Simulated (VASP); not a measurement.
Calculation: LDA (Ceperley-Alder, Perdew-Zunger), VASP's LDA PAW potentials (set 64) (plane waves; VASP).

A VASP calculation is set up with these files.

**POSCAR**
```
Al3Sc
1
    4.0326412672     0.0000000000     0.0000000000
    0.0000000000     4.0326412672     0.0000000000
    0.0000000000     0.0000000000     4.0326412672
Sc Al
1 3
Direct
  0.0000000000   0.0000000000   0.0000000000
  0.0000000000   0.5000000000   0.5000000000
  0.5000000000   0.0000000000   0.5000000000
  0.5000000000   0.5000000000   0.0000000000
```

**KPOINTS**
```
Automatic mesh
0
G
 9 9 9
```

INCAR:
```
# general
SYSTEM  = Al3Sc
PREC    = Accurate
ENCUT   = 520
LREAL   = .FALSE.
LASPH   = .TRUE.

# electronic loop
EDIFF   = 1E-7
NELM    = 100
ALGO    = Normal
LMAXMIX = 4

# smearing
ISMEAR  = -5

# ions
ISIF    = 2

# output
LWAVE   = .FALSE.
LCHARG  = .TRUE.
LORBIT  = 11
NEDOS   = 601

# other
LEFG    = .TRUE.
```

POTCAR, in this order: Sc_sv Al (LDA.64 set). Program: vasp_std.

Output

File OSZICAR:
```
       N       E                     dE             d eps       ncg     rms          rms(c)
DAV:   1     0.115835206313E+03    0.11584E+03   -0.85138E+03   996   0.132E+03
DAV:   2    -0.141099492051E+02   -0.12995E+03   -0.12818E+03  1036   0.375E+02
DAV:   3    -0.221543204392E+02   -0.80444E+01   -0.77335E+01  1612   0.740E+01
DAV:   4    -0.222706839175E+02   -0.11636E+00   -0.11584E+00  1454   0.866E+00
DAV:   5    -0.222721369209E+02   -0.14530E-02   -0.14084E-02  1354   0.101E+00    0.968E+00
DAV:   6    -0.213765757675E+02    0.89556E+00   -0.45767E+00  1660   0.272E+01    0.349E+00
DAV:   7    -0.213181078128E+02    0.58468E-01   -0.10173E-01  1424   0.313E+00    0.204E+00
DAV:   8    -0.212911471650E+02    0.26961E-01   -0.41442E-02  1598   0.182E+00    0.238E-01
DAV:   9    -0.212907048547E+02    0.44231E-03   -0.35004E-03  1252   0.728E-01    0.148E-01
DAV:  10    -0.212905825868E+02    0.12227E-03   -0.30778E-04  1652   0.225E-01    0.622E-02
DAV:  11    -0.212906118323E+02   -0.29245E-04   -0.29567E-05  1260   0.381E-02    0.423E-02
DAV:  12    -0.212905896211E+02    0.22211E-04   -0.30439E-05  1626   0.695E-02    0.339E-03
DAV:  13    -0.212905940466E+02   -0.44255E-05   -0.87115E-07  1380   0.116E-02    0.603E-04
DAV:  14    -0.212905924006E+02    0.16460E-05   -0.65404E-08   784   0.312E-03    0.295E-04
DAV:  15    -0.212905924475E+02   -0.46830E-07   -0.10149E-08   664   0.150E-03
   1 F= -.21290592E+02 E0= -.21290592E+02  d E =0.000000E+00
```

**OUTCAR**
```
------------------------ aborting loop because EDIFF is reached ----------------------------------------
  FORCE on cell =-STRESS in cart. coord.  units (eV):
  Direction    XX          YY          ZZ          XY          YZ          ZX
  --------------------------------------------------------------------------------------
  Total        0.0265505      0.0265505      0.0265505      0.0000000     -0.0000000     -0.0000000
  in kB        0.6486551      0.6486551      0.6486551      0.0000000     -0.0000000     -0.0000000
  external PRESSURE =       0.6486551 kB  Pullay stress =       0.0000000 kB
  volume of cell :       65.58
      direct lattice vectors                 reciprocal lattice vectors
     4.032641267  0.000000000  0.000000000     0.247976434  0.000000000  0.000000000
     0.000000000  4.032641267  0.000000000     0.000000000  0.247976434  0.000000000
     0.000000000  0.000000000  4.032641267     0.000000000  0.000000000  0.247976434
 POSITION                                       TOTAL-FORCE (eV/Angst)
 -----------------------------------------------------------------------------------
      0.00000      0.00000      0.00000         0.000000      0.000000      0.000000
      0.00000      2.01632      2.01632         0.000000      0.000000      0.000000
      2.01632      0.00000      2.01632         0.000000      0.000000      0.000000
      2.01632      2.01632      0.00000         0.000000      0.000000      0.000000
 -----------------------------------------------------------------------------------
    total drift:                               -0.000000     -0.000000      0.000000
  FREE ENERGIE OF THE ION-ELECTRON SYSTEM (eV)
  ---------------------------------------------------
  free  energy   TOTEN  =       -21.2905924475 eV

  energy  without entropy=      -21.2905924475  energy(sigma->0) =      -21.29059245

 total charge

# of ion       s       p       d       tot
------------------------------------------
    1        2.194   6.153   1.378   9.725
    2        0.428   0.401   0.000   0.829
    3        0.428   0.401   0.000   0.829
    4        0.428   0.401   0.000   0.829
--------------------------------------------------
tot          3.478   7.357   1.378  12.213
```
(Selected blocks of OUTCAR.)

For a metal the tetrahedron method with Blöchl corrections gives inexact stress and forces.

The compound is Al3Sc in the L1_2 structure. It was relaxed first.
